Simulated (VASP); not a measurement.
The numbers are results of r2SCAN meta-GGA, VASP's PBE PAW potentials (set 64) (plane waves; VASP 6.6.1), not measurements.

Input for VASP

File KPOINTS:
```
Automatic mesh
0
Gamma
12 12 12
0 0 0
```

### POSCAR
```
YbSi2
1.0
 -1.6454646288   1.6454646288   5.1258315080
  1.6454646288  -1.6454646288   5.1258315080
  1.6454646288   1.6454646288  -5.1258315080
Yb Si
1 2
Cart
  0.0000000000   0.0000000000   0.0000000000
  1.6454646288   1.6454646288  -2.0780317448
 -0.0000000000   0.0000000000   7.2038632528
```

### INCAR
```
SYSTEM = YbSi2
PREC = Accurate
ENCUT = 400
EDIFF = 1E-6
NELM = 100
ALGO = Normal
LREAL = .FALSE.
LASPH = .TRUE.
ISMEAR = 1
SIGMA = 0.1
METAGGA = R2SCAN
LMIXTAU = .TRUE.
LMAXMIX = 6
LWAVE = .FALSE.
LCHARG = .FALSE.
IBRION = 2
ISIF = 3
NSW = 60
EDIFFG = -0.02
```

POTCAR, in this order: Yb_2 Si (PBE.64 set). Program: vasp_std.

Output

### OUTCAR
```
 ion  position               nearest neighbor table
   1  0.000  0.000  0.000-   2 3.05   3 3.05   3 3.12   2 3.12   3 3.12   3 3.12   3 3.12   2 3.12
                             2 3.12   2 3.12
   2  0.297  0.297  0.000-   3 2.52   3 2.52   3 2.52   3 2.52   1 3.05   1 3.12   1 3.12   1 3.12
                             1 3.12
   3  0.703  0.703  0.000-   2 2.52   2 2.52   2 2.52   2 2.52   1 3.05   1 3.12   1 3.12   1 3.12
                             1 3.12
  LATTYP: Found a body centered tetragonal cell.
 ALAT       =     3.2909292576
 C/A-ratio  =     3.1151271308
 Subroutine PRICEL returns:
 Original cell was already a primitive cell.
 Subroutine GETGRP returns: Found 16 space group operations
The static configuration has the point symmetry D_4h.
The dynamic configuration has the point symmetry D_4h.
 Subroutine INISYM returns: Found 16 space group operations
 Subroutine IBZKPT returns following result:
 Found    163 irreducible k-points:

 Following reciprocal coordinates:
            Coordinates               Weight
  0.000000  0.000000  0.000000      1.000000
  0.083333  0.000000 -0.000000      8.000000
  0.166667 -0.000000  0.000000      8.000000
  0.250000  0.000000 -0.000000      8.000000
  0.333333  0.000000 -0.000000      8.000000
  0.416667  0.000000 -0.000000      8.000000
  0.500000  0.000000 -0.000000      4.000000
  0.083333  0.083333 -0.000000      8.000000
  0.166667  0.083333 -0.000000     16.000000
  0.250000  0.083333 -0.000000     16.000000
  0.333333  0.083333 -0.000000     16.000000
  0.416667  0.083333 -0.000000     16.000000
  0.500000  0.083333  0.000000     16.000000
 -0.416667  0.083333  0.000000     16.000000
 -0.333333  0.083333  0.000000     16.000000
 -0.250000  0.083333  0.000000     16.000000
 -0.166667  0.083333 -0.000000     16.000000
 -0.083333  0.083333  0.000000      4.000000
  0.166667  0.166667 -0.000000      8.000000
  0.250000  0.166667 -0.000000     16.000000
  0.333333  0.166667 -0.000000     16.000000
  0.416667  0.166667  0.000000     16.000000
  0.500000  0.166667 -0.000000     16.000000
 -0.416667  0.166667  0.000000     16.000000
 -0.333333  0.166667  0.000000     16.000000
 -0.250000  0.166667  0.000000     16.000000
 -0.166667  0.166667  0.000000      4.000000
  0.250000  0.250000 -0.000000      8.000000
  0.333333  0.250000  0.000000     16.000000
  0.416667  0.250000 -0.000000     16.000000
  0.500000  0.250000 -0.000000     16.000000
 -0.416667  0.250000  0.000000     16.000000
 -0.333333  0.250000 -0.000000     16.000000
 -0.250000  0.250000  0.000000      4.000000
  0.333333  0.333333 -0.000000      8.000000
  0.416667  0.333333 -0.000000     16.000000
  0.500000  0.333333 -0.000000     16.000000
 -0.416667  0.333333 -0.000000     16.000000
 -0.333333  0.333333  0.000000      4.000000
  0.416667  0.416667 -0.000000      8.000000
   k-points           NKPTS =    163   k-points in BZ     NKDIM =    163   number of bands    NBANDS=     12
   number of dos      NEDOS =    301   number of ions     NIONS =      3
   total plane-waves  NPLWV =  64000
   dimension x,y,z NGX =    40 NGY =   40 NGZ =   40
   dimension x,y,z NGXF=    80 NGYF=   80 NGZF=   80
   ions per type =               1   2
   PREC   = accura    normal or accurate (medium, high low for compatibility)
   ISTART =      0    job   : 0-new  1-cont  2-samecut
   ICHARG =      2    charge: 1-file 2-atom 10-const
   ISPIN  =      1    spin polarized calculation?
   LNONCOLLINEAR =      F non collinear calculations
   LSORBIT =      F    spin-orbit coupling
   INIWAV =      1    electr: 0-lowe 1-rand  2-diag
   ENCUT  =  400.0 eV  29.40 Ry    5.42 a.u.   9.18  9.18  9.18*2*pi/ulx,y,z
...
```

OSZICAR:
```
       N       E                     dE             d eps       ncg     rms          rms(c)
DAV:   1    -0.848899122442E+01   -0.84890E+01   -0.64492E+03  4184   0.102E+03
DAV:   2    -0.513379618953E+02   -0.42849E+02   -0.40080E+02  4588   0.185E+02
DAV:   3    -0.527045589972E+02   -0.13666E+01   -0.13297E+01  4972   0.251E+01
DAV:   4    -0.527185958411E+02   -0.14037E-01   -0.14024E-01  4612   0.290E+00
DAV:   5    -0.527187734946E+02   -0.17765E-03   -0.17763E-03  4996   0.333E-01    0.172E+01
DAV:   6    -0.515257737892E+02    0.11930E+01   -0.47848E-01  4524   0.680E+00    0.104E+01
DAV:   7    -0.513939974938E+02    0.13178E+00   -0.47897E-01  4580   0.575E+00    0.128E+00
DAV:   8    -0.516998443068E+02   -0.30585E+00   -0.24333E-01  4448   0.373E+00    0.627E-01
DAV:   9    -0.516806982300E+02    0.19146E-01   -0.70047E-02  4088   0.260E+00    0.379E-01
DAV:  10    -0.517026551993E+02   -0.21957E-01   -0.26873E-02  4104   0.157E+00    0.108E-01
DAV:  11    -0.517073398467E+02   -0.46846E-02   -0.10442E-02  4520   0.907E-01    0.221E-01
DAV:  12    -0.517069880493E+02    0.35180E-03   -0.94693E-04  4664   0.290E-01    0.424E-02
DAV:  13    -0.517077575585E+02   -0.76951E-03   -0.99946E-04  4292   0.320E-01    0.108E-02
DAV:  14    -0.517075130205E+02    0.24454E-03   -0.45615E-04  4484   0.190E-01    0.615E-02
DAV:  15    -0.517077535820E+02   -0.24056E-03   -0.18238E-04  4272   0.113E-01    0.202E-02
DAV:  16    -0.517077809696E+02   -0.27388E-04   -0.42265E-05  4788   0.530E-02    0.312E-03
DAV:  17    -0.517077818298E+02   -0.86024E-06   -0.39345E-06  4380   0.206E-02
   1 F= -.51707782E+02 E0= -.51707662E+02  d E =-.517078E+02
       N       E                     dE             d eps       ncg     rms          rms(c)
DAV:   1    -0.517670149132E+02   -0.59234E-01   -0.96978E-01  4288   0.795E+00    0.110E+00
DAV:   2    -0.517507251187E+02    0.16290E-01   -0.43514E-02  4572   0.167E+00    0.569E-01
DAV:   3    -0.517415527776E+02    0.91723E-02   -0.13085E-02  4508   0.106E+00    0.164E-01
DAV:   4    -0.517416968139E+02   -0.14404E-03   -0.16895E-03  4844   0.387E-01    0.147E-01
DAV:   5    -0.517413857306E+02    0.31108E-03   -0.81754E-04  4200   0.272E-01    0.293E-02
DAV:   6    -0.517416841909E+02   -0.29846E-03   -0.35479E-04  4000   0.203E-01    0.188E-02
DAV:   7    -0.517416805888E+02    0.36020E-05   -0.17624E-05  4596   0.402E-02    0.614E-03
DAV:   8    -0.517416828833E+02   -0.22945E-05   -0.11011E-05  4152   0.361E-02    0.517E-03
DAV:   9    -0.517416837161E+02   -0.83281E-06   -0.79454E-07  2736   0.104E-02
   2 F= -.51741684E+02 E0= -.51741917E+02  d E =-.339019E-01
       N       E                     dE             d eps       ncg     rms          rms(c)
DAV:   1    -0.517482559899E+02   -0.65731E-02   -0.12880E-01  4268   0.288E+00    0.385E-01
DAV:   2    -0.517461241823E+02    0.21318E-02   -0.57097E-03  4584   0.608E-01    0.205E-01
DAV:   3    -0.517449213816E+02    0.12028E-02   -0.18537E-03  4496   0.401E-01    0.597E-02
DAV:   4    -0.517449536501E+02   -0.32268E-04   -0.21553E-04  4832   0.136E-01    0.558E-02
DAV:   5    -0.517449016754E+02    0.51975E-04   -0.11353E-04  4256   0.976E-02    0.107E-02
DAV:   6    -0.517449472156E+02   -0.45540E-04   -0.40266E-05  4028   0.667E-02    0.790E-03
DAV:   7    -0.517449469788E+02    0.23675E-06   -0.34670E-06  4592   0.161E-02
   3 F= -.51744947E+02 E0= -.51745038E+02  d E =-.371651E-01
       N       E                     dE             d eps       ncg     rms          rms(c)
DAV:   1    -0.517451157381E+02   -0.16852E-03   -0.34386E-03  4288   0.468E-01    0.623E-02
DAV:   2    -0.517450597389E+02    0.55999E-04   -0.15337E-04  4592   0.995E-02    0.330E-02
DAV:   3    -0.517450308890E+02    0.28850E-04   -0.47996E-05  4500   0.650E-02    0.965E-03
DAV:   4    -0.517450315722E+02   -0.68312E-06   -0.56324E-06  4880   0.213E-02
   4 F= -.51745032E+02 E0= -.51745076E+02  d E =-.372497E-01
       N       E                     dE             d eps       ncg     rms          rms(c)
DAV:   1    -0.517530589841E+02   -0.80281E-02   -0.19980E-01  4176   0.343E+00    0.530E-01
DAV:   2    -0.517516965913E+02    0.13624E-02   -0.82477E-03  4800   0.720E-01    0.251E-01
DAV:   3    -0.517507929887E+02    0.90360E-03   -0.12757E-03  4408   0.335E-01    0.999E-02
DAV:   4    -0.517507679404E+02    0.25048E-04   -0.19049E-04  4740   0.127E-01    0.560E-02
DAV:   5    -0.517507485245E+02    0.19416E-04   -0.37783E-05  4528   0.603E-02    0.179E-02
DAV:   6    -0.517507639318E+02   -0.15407E-04   -0.35306E-05  4268   0.642E-02    0.737E-03
DAV:   7    -0.517507686242E+02   -0.46924E-05   -0.96785E-06  4124   0.345E-02    0.278E-03
DAV:   8    -0.517507692762E+02   -0.65199E-06   -0.74533E-07  2384   0.936E-03
   5 F= -.51750769E+02 E0= -.51750627E+02  d E =-.573770E-02
       N       E                     dE             d eps       ncg     rms          rms(c)
DAV:   1    -0.517507800843E+02   -0.11460E-04   -0.24435E-04  4164   0.120E-01    0.190E-02
DAV:   2    -0.517507763767E+02    0.37076E-05   -0.10075E-05  4808   0.251E-02    0.896E-03
DAV:   3    -0.517507731284E+02    0.32484E-05   -0.14501E-06  3020   0.119E-02    0.352E-03
DAV:   4    -0.517507726196E+02    0.50882E-06   -0.40982E-07  2068   0.630E-03
   6 F= -.51750773E+02 E0= -.51750629E+02  d E =-.574105E-02
       N       E                     dE             d eps       ncg     rms          rms(c)
DAV:   1    -0.517514297757E+02   -0.65665E-03   -0.19414E-02  4352   0.998E-01    0.185E-01
DAV:   2    -0.517511979410E+02    0.23183E-03   -0.77417E-04  4708   0.199E-01    0.739E-02
DAV:   3    -0.517511251335E+02    0.72807E-04   -0.94567E-05  4636   0.744E-02    0.210E-02
DAV:   4    -0.517511102191E+02    0.14914E-04   -0.21700E-05  4732   0.384E-02    0.783E-03
DAV:   5    -0.517511120410E+02   -0.18220E-05   -0.34135E-06  4240   0.187E-02    0.376E-03
DAV:   6    -0.517511124135E+02   -0.37246E-06   -0.24671E-06  4172   0.145E-02
   7 F= -.51751112E+02 E0= -.51750970E+02  d E =-.339794E-03
```

### OUTCAR
```
------------------------ aborting loop because EDIFF is reached ----------------------------------------
  FORCE on cell =-STRESS in cart. coord.  units (eV):
  Direction    XX          YY          ZZ          XY          YZ          ZX
  --------------------------------------------------------------------------------------
  Total        0.0037050      0.0037050      0.0196562      0.0000000      0.0000000      0.0000000
  in kB        0.1032722      0.1032722      0.5478878      0.0000000      0.0000000      0.0000000
  external PRESSURE =       0.2514774 kB  Pullay stress =       0.0000000 kB
  volume of cell :       57.48
      direct lattice vectors                 reciprocal lattice vectors
    -1.677201193  1.677201193  5.108437669     0.000000000  0.298115695  0.097877283
     1.677201193 -1.677201193  5.108437669     0.298115695  0.000000000  0.097877283
     1.677201193  1.677201193 -5.108437669     0.298115695  0.298115695  0.000000000
 POSITION                                       TOTAL-FORCE (eV/Angst)
 -----------------------------------------------------------------------------------
      0.00000      0.00000      0.00000        -0.000000     -0.000000     -0.000000
      0.00000      0.00000      2.98638        -0.000000     -0.000000     -0.003863
      0.00000      0.00000      7.23050         0.000000      0.000000      0.003863
 -----------------------------------------------------------------------------------
    total drift:                               -0.000000     -0.000000      0.000000
  FREE ENERGIE OF THE ION-ELECTRON SYSTEM (eV)
  ---------------------------------------------------
  free  energy   TOTEN  =       -51.7511124135 eV

  energy  without entropy=      -51.7506852752  energy(sigma->0) =      -51.75097003

 reached required accuracy - stopping structural energy minimisation
```
(Selected blocks of OUTCAR.)

**CONTCAR**
```
YbSi2
   1.00000000000000
    -1.6772011932381878    1.6772011932381878    5.1084376690409776
     1.6772011932381878   -1.6772011932381878    5.1084376690409776
     1.6772011932381878    1.6772011932381878   -5.1084376690409776
  Yb              Si
     1     2
Direct
     0.0000000000000000    0.0000000000000000    0.0000000000000000
     0.2922984821675082    0.2922984821675082    0.0000000000000000
     0.7077015178324917    0.7077015178324917    0.0000000000000000
```

The 4f electrons are frozen in the core of the lanthanide potential, so 4f levels, which can set the real gap, and their magnetism are missing. Energy and stress use the plane-wave basis of the starting cell.

The structure was generated: YbSi2 was put into the MoSi2 type (I4/mmm), which need not be its known phase. This run relaxes it. Symmetry was kept, so distortions that lower it aren't found. The start is the result of an earlier pass.
